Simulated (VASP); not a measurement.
OSZICAR of a VASP run on SiO2 (quartz):

### OSZICAR
```
       N       E                     dE             d eps       ncg     rms          rms(c)
DAV:   1     0.282904003635E+03    0.28290E+03   -0.30665E+04  1566   0.188E+03
DAV:   2    -0.941724726533E+02   -0.37708E+03   -0.36886E+03  2042   0.376E+02
DAV:   3    -0.109617240451E+03   -0.15445E+02   -0.15395E+02  1826   0.824E+01
DAV:   4    -0.109772642236E+03   -0.15540E+00   -0.15512E+00  1860   0.913E+00
DAV:   5    -0.109774845972E+03   -0.22037E-02   -0.22028E-02  1781   0.108E+00    0.272E+01
DAV:   6    -0.915676978034E+02    0.18207E+02   -0.22843E+01  1806   0.264E+01    0.158E+01
DAV:   7    -0.858919942746E+02    0.56757E+01   -0.22726E+00  1796   0.130E+01    0.499E+00
DAV:   8    -0.924081872875E+02   -0.65162E+01   -0.26091E+00  1736   0.106E+01    0.282E+00
DAV:   9    -0.863068219962E+02    0.61014E+01   -0.17039E+00  1616   0.819E+00    0.932E-01
DAV:  10    -0.868846268052E+02   -0.57780E+00   -0.27024E-01  1666   0.433E+00    0.679E-01
DAV:  11    -0.868900652538E+02   -0.54384E-02   -0.73713E-03  1826   0.632E-01    0.508E-01
DAV:  12    -0.870586024934E+02   -0.16854E+00   -0.10058E-01  1636   0.309E+00    0.509E-02
DAV:  13    -0.870657829040E+02   -0.71804E-02   -0.36238E-03  1746   0.587E-01    0.531E-02
DAV:  14    -0.870663132192E+02   -0.53032E-03   -0.47762E-04  1806   0.209E-01    0.338E-02
DAV:  15    -0.870662829383E+02    0.30281E-04   -0.41250E-04  1736   0.208E-01    0.977E-03
DAV:  16    -0.870666248193E+02   -0.34188E-03   -0.98858E-05  1751   0.101E-01    0.700E-03
DAV:  17    -0.870666220417E+02    0.27776E-05   -0.26755E-06  1234   0.156E-02    0.518E-03
DAV:  18    -0.870666370019E+02   -0.14960E-04   -0.51420E-06  1753   0.227E-02    0.358E-03
DAV:  19    -0.870666389944E+02   -0.19925E-05   -0.51971E-07  1123   0.760E-03    0.828E-04
DAV:  20    -0.870666387412E+02    0.25319E-06   -0.96610E-08  1028   0.294E-03
   1 F= -.71985358E+02 E0= -.71985358E+02  d E =-.719854E+02
       N       E                     dE             d eps       ncg     rms          rms(c)
DAV:   1    -0.871272770952E+02   -0.60638E-01   -0.46085E-01  1566   0.498E+00    0.541E-01
DAV:   2    -0.871243917739E+02    0.28853E-02   -0.19237E-02  1836   0.955E-01    0.181E-01
DAV:   3    -0.871237666295E+02    0.62514E-03   -0.18316E-03  1786   0.318E-01    0.734E-02
DAV:   4    -0.871237158577E+02    0.50772E-04   -0.43616E-04  1701   0.194E-01    0.312E-02
DAV:   5    -0.871236525124E+02    0.63345E-04   -0.31882E-04  1626   0.204E-01    0.752E-03
DAV:   6    -0.871237902438E+02   -0.13773E-03   -0.11422E-04  1636   0.119E-01    0.886E-03
DAV:   7    -0.871237973894E+02   -0.71456E-05   -0.27490E-06  1346   0.142E-02    0.578E-03
DAV:   8    -0.871237976045E+02   -0.21514E-06   -0.70910E-07  1093   0.813E-03
   2 F= -.71983876E+02 E0= -.71983876E+02  d E =0.148212E-02
       N       E                     dE             d eps       ncg     rms          rms(c)
DAV:   1    -0.870889421231E+02    0.34855E-01   -0.19769E-01  1566   0.327E+00    0.356E-01
DAV:   2    -0.870876885354E+02    0.12536E-02   -0.83295E-03  1836   0.628E-01    0.118E-01
DAV:   3    -0.870874207024E+02    0.26783E-03   -0.77855E-04  1771   0.208E-01    0.476E-02
DAV:   4    -0.870873957400E+02    0.24962E-04   -0.18886E-04  1686   0.127E-01    0.200E-02
DAV:   5    -0.870873757323E+02    0.20008E-04   -0.13230E-04  1601   0.131E-01    0.485E-03
DAV:   6    -0.870874284958E+02   -0.52764E-04   -0.48042E-05  1611   0.766E-02    0.592E-03
DAV:   7    -0.870874324526E+02   -0.39568E-05   -0.12287E-06  1178   0.960E-03    0.369E-03
DAV:   8    -0.870874333536E+02   -0.90097E-06   -0.42449E-07  1023   0.639E-03
   3 F= -.71985937E+02 E0= -.71985937E+02  d E =-.579224E-03
       N       E                     dE             d eps       ncg     rms          rms(c)
DAV:   1    -0.871276450209E+02   -0.40213E-01   -0.46577E-01  1566   0.499E+00    0.341E-01
DAV:   2    -0.871264386305E+02    0.12064E-02   -0.12676E-02  1836   0.772E-01    0.106E-01
DAV:   3    -0.871260165035E+02    0.42213E-03   -0.74900E-04  1816   0.229E-01    0.441E-02
DAV:   4    -0.871259662396E+02    0.50264E-04   -0.31638E-04  1681   0.168E-01    0.151E-02
DAV:   5    -0.871259939618E+02   -0.27722E-04   -0.21247E-04  1641   0.164E-01    0.509E-03
DAV:   6    -0.871260497923E+02   -0.55830E-04   -0.66602E-05  1651   0.854E-02    0.714E-03
DAV:   7    -0.871260594102E+02   -0.96179E-05   -0.34832E-06  1555   0.175E-02    0.274E-03
DAV:   8    -0.871260613228E+02   -0.19126E-05   -0.23725E-06  1104   0.162E-02    0.104E-03
DAV:   9    -0.871260636738E+02   -0.23510E-05   -0.11355E-06  1003   0.119E-02    0.895E-04
DAV:  10    -0.871260637069E+02   -0.33084E-07   -0.21017E-07   873   0.402E-03
   4 F= -.71986641E+02 E0= -.71986641E+02  d E =-.703422E-03
       N       E                     dE             d eps       ncg     rms          rms(c)
DAV:   1    -0.871236131391E+02    0.24505E-02   -0.19584E-03  1576   0.324E-01    0.221E-02
DAV:   2    -0.871236085079E+02    0.46312E-05   -0.53860E-05  1836   0.502E-02    0.691E-03
DAV:   3    -0.871236065896E+02    0.19184E-05   -0.28555E-06  1313   0.147E-02    0.289E-03
DAV:   4    -0.871236064515E+02    0.13805E-06   -0.16156E-06   973   0.118E-02
   5 F= -.71986645E+02 E0= -.71986645E+02  d E =-.707400E-03
       N       E                     dE             d eps       ncg     rms          rms(c)
DAV:   1    -0.871070033422E+02    0.16603E-01   -0.19393E-01  1566   0.321E+00    0.195E-01
DAV:   2    -0.871071608210E+02   -0.15748E-03   -0.42915E-03  1826   0.459E-01    0.663E-02
DAV:   3    -0.871070558389E+02    0.10498E-03   -0.16734E-04  1836   0.119E-01    0.295E-02
DAV:   4    -0.871070502073E+02    0.56315E-05   -0.90531E-05  1666   0.851E-02    0.146E-02
DAV:   5    -0.871070137137E+02    0.36494E-04   -0.91368E-05  1606   0.111E-01    0.467E-03
DAV:   6    -0.871070723243E+02   -0.58611E-04   -0.36579E-05  1606   0.636E-02    0.300E-03
DAV:   7    -0.871070725127E+02   -0.18839E-06   -0.14064E-06  1178   0.103E-02
   6 F= -.71986528E+02 E0= -.71986528E+02  d E =0.116296E-03
       N       E                     dE             d eps       ncg     rms          rms(c)
DAV:   1    -0.871166374177E+02   -0.95651E-02   -0.62252E-02  1566   0.182E+00    0.111E-01
DAV:   2    -0.871166588723E+02   -0.21455E-04   -0.13643E-03  1826   0.259E-01    0.379E-02
DAV:   3    -0.871166145177E+02    0.44355E-04   -0.55337E-05  1836   0.694E-02    0.167E-02
DAV:   4    -0.871166091038E+02    0.54139E-05   -0.31199E-05  1636   0.509E-02    0.857E-03
DAV:   5    -0.871165928030E+02    0.16301E-04   -0.32675E-05  1576   0.663E-02    0.268E-03
DAV:   6    -0.871166152351E+02   -0.22432E-04   -0.13100E-05  1586   0.382E-02    0.171E-03
DAV:   7    -0.871166149706E+02    0.26450E-06   -0.48605E-07  1148   0.602E-03
   7 F= -.71986772E+02 E0= -.71986772E+02  d E =-.127504E-03
```

Q: Which electronic solver shows in the log?

A: It is blocked Davidson (ALGO = Normal, or the opening steps of other solvers). The INCAR had ALGO = Normal.

Q: Can the final energy be trusted as converged?

A: The run converged. It stopped with EDIFF = 1E-6, NELM = 100, NSW = 40 and EDIFFG = -0.02 after 7 ionic steps (r2SCAN meta-GGA, plane waves, VASP's PBE PAW potentials (set 64)).

The compound is SiO2 in the quartz structure. This run relaxes it under an external pressure of 30 GPa. Symmetry was kept, so distortions that lower it aren't found.
